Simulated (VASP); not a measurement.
Output of a VASP run:

OSZICAR:
```
       N       E                     dE             d eps       ncg     rms          rms(c)
DAV:   1     0.771104643912E+02    0.77110E+02   -0.81974E+03 12239   0.161E+03
DAV:   2    -0.155485938350E+02   -0.92659E+02   -0.85594E+02 11894   0.257E+02
DAV:   3    -0.177234165257E+02   -0.21748E+01   -0.21138E+01 14442   0.554E+01
DAV:   4    -0.177578733998E+02   -0.34457E-01   -0.34449E-01 16768   0.536E+00
DAV:   5    -0.177582799137E+02   -0.40651E-03   -0.40650E-03 14774   0.540E-01    0.185E+01
DAV:   6    -0.155814556237E+02    0.21768E+01   -0.12093E+01 13091   0.740E+01    0.616E+00
DAV:   7    -0.153484639296E+02    0.23299E+00   -0.13159E+00 14085   0.231E+01    0.420E+00
DAV:   8    -0.153260794753E+02    0.22384E-01   -0.19335E-02 16949   0.169E+00    0.227E+00
DAV:   9    -0.153087433390E+02    0.17336E-01   -0.29501E-03 18989   0.860E-01    0.747E-01
DAV:  10    -0.153105959942E+02   -0.18527E-02   -0.70668E-04 16575   0.455E-01    0.392E-01
DAV:  11    -0.153109447121E+02   -0.34872E-03   -0.34088E-04 15130   0.303E-01    0.368E-02
DAV:  12    -0.153109494769E+02   -0.47648E-05   -0.19581E-05 13822   0.483E-02    0.194E-02
DAV:  13    -0.153109509886E+02   -0.15117E-05   -0.13185E-06  9149   0.160E-02    0.121E-02
DAV:  14    -0.153109510111E+02   -0.22463E-07   -0.52700E-07  6759   0.129E-02
   1 F= -.11799665E+02 E0= -.11799602E+02  d E =-.117997E+02  mag=     2.9656
       N       E                     dE             d eps       ncg     rms          rms(c)
DAV:   1    -0.153022966421E+02    0.86543E-02   -0.20343E-02 11936   0.272E+00    0.344E-01
DAV:   2    -0.153009056843E+02    0.13910E-02   -0.62551E-03 13224   0.169E+00    0.180E-01
DAV:   3    -0.153006986324E+02    0.20705E-03   -0.55877E-04 13490   0.493E-01    0.936E-02
DAV:   4    -0.153006737980E+02    0.24834E-04   -0.87154E-06 14572   0.378E-02    0.330E-02
DAV:   5    -0.153006536682E+02    0.20130E-04   -0.57252E-06 17876   0.327E-02    0.405E-03
DAV:   6    -0.153006535748E+02    0.93392E-07   -0.42514E-07  6492   0.725E-03
   2 F= -.11799586E+02 E0= -.11799545E+02  d E =0.782644E-04  mag=     2.9622
       N       E                     dE             d eps       ncg     rms          rms(c)
DAV:   1    -0.153087225899E+02   -0.80689E-02   -0.99905E-03 11908   0.191E+00    0.240E-01
DAV:   2    -0.153080330894E+02    0.68950E-03   -0.30634E-03 13182   0.118E+00    0.126E-01
DAV:   3    -0.153079320660E+02    0.10102E-03   -0.27204E-04 13406   0.344E-01    0.660E-02
DAV:   4    -0.153079184769E+02    0.13589E-04   -0.41969E-06 13730   0.262E-02    0.234E-02
DAV:   5    -0.153079063706E+02    0.12106E-04   -0.22677E-06 10239   0.230E-02    0.320E-03
DAV:   6    -0.153079067148E+02   -0.34420E-06   -0.84116E-07  8151   0.105E-02
   3 F= -.11799681E+02 E0= -.11799624E+02  d E =-.163579E-04  mag=     2.9646
```

**OUTCAR**
```
------------------------ aborting loop because EDIFF is reached ----------------------------------------
  FORCE on cell =-STRESS in cart. coord.  units (eV):
  Direction    XX          YY          ZZ          XY          YZ          ZX
  --------------------------------------------------------------------------------------
  Total        3.5134000      3.5134008      3.5156684      0.0000000      0.0000000      0.0000000
  in kB      300.4424631    300.4425333    300.6364462      0.0000000      0.0000000      0.0000000
  external PRESSURE =       0.5071475 kB  Pullay stress =     300.0000000 kB
  volume of cell :       18.74
      direct lattice vectors                 reciprocal lattice vectors
     1.187568804 -2.056929746  0.000000000     0.421028237 -0.243080738  0.000000000
     1.187568804  2.056929746  0.000000000     0.421028237  0.243080738  0.000000000
    -0.000000000  0.000000000  3.835028789     0.000000000  0.000000000  0.260754235
 POSITION                                       TOTAL-FORCE (eV/Angst)
 -----------------------------------------------------------------------------------
      1.18757      0.68564      0.95876         0.000000      0.000000      0.000000
      1.18757     -0.68564      2.87627        -0.000000     -0.000000      0.000000
 -----------------------------------------------------------------------------------
    total drift:                                0.000000     -0.000015     -0.000031
  FREE ENERGIE OF THE ION-ELECTRON SYSTEM (eV)
  ---------------------------------------------------
  free  energy   TOTEN  =       -15.3079067148 eV

  energy  without entropy=      -15.3077359297  energy(sigma->0) =      -15.30784979
  enthalpy is  TOTEN    =       -11.7996809342 eV   P V=        3.5082257805

 total charge

# of ion       s       p       d       tot
------------------------------------------
    1        0.556   0.666   7.380   8.603
    2        0.556   0.666   7.380   8.603
--------------------------------------------------
tot          1.112   1.333  14.761  17.206

 magnetization (x)

# of ion       s       p       d       tot
------------------------------------------
    1       -0.016  -0.051   1.537   1.471
    2       -0.016  -0.051   1.537   1.471
--------------------------------------------------
tot         -0.032  -0.101   3.075   2.942

 reached required accuracy - stopping structural energy minimisation
```
(Selected blocks of OUTCAR.)

**POSCAR**
```
Co
1
    1.1879269875    -2.0575501270    -0.0000000000
    1.1879269875     2.0575501270    -0.0000000000
   -0.0000000000     0.0000000000     3.8360602297
Co
2
Direct
  0.3333330000   0.6666670000   0.2500000000
  0.6666670000   0.3333330000   0.7500000000
```

### Question
Write an INCAR and KPOINTS that could have produced this output.

### Answer
One answer among several that fit: the input of the run itself, PBEsol GGA, plane waves, VASP's PBE PAW potentials (set 64).

**INCAR**
```
! general
SYSTEM =Co
PREC   =Accurate
ENCUT  =500   ! plane-wave cut-off (eV)
LREAL  =F
LASPH  =T   ! aspherical one-centre terms

! electronic loop
EDIFF  =1E-6   ! SCF stop (eV)
NELM   =100
ALGO   =Normal   ! blocked Davidson
LMAXMIX=4

! smearing
ISMEAR =1   ! Methfessel-Paxton
SIGMA  =0.1

! functional
GGA    =PS   ! PBEsol

! spin
ISPIN  =2   ! spin-polarised
MAGMOM =2*1.6

! ions
IBRION =2
NSW    =40   ! most ionic steps
ISIF   =3
EDIFFG =-0.02
PSTRESS=300

! output
LWAVE  =F
LCHARG =F
LORBIT =10
```

**KPOINTS**
```
Regular mesh
0
gamma
17 17 10
0 0 0
```

POTCAR, in this order: Co (PBE.64 set). Program: vasp_std.

The compound is Co in the hcp structure. This run relaxes it under an external pressure of 30 GPa. Symmetry was kept, so distortions that lower it aren't found.
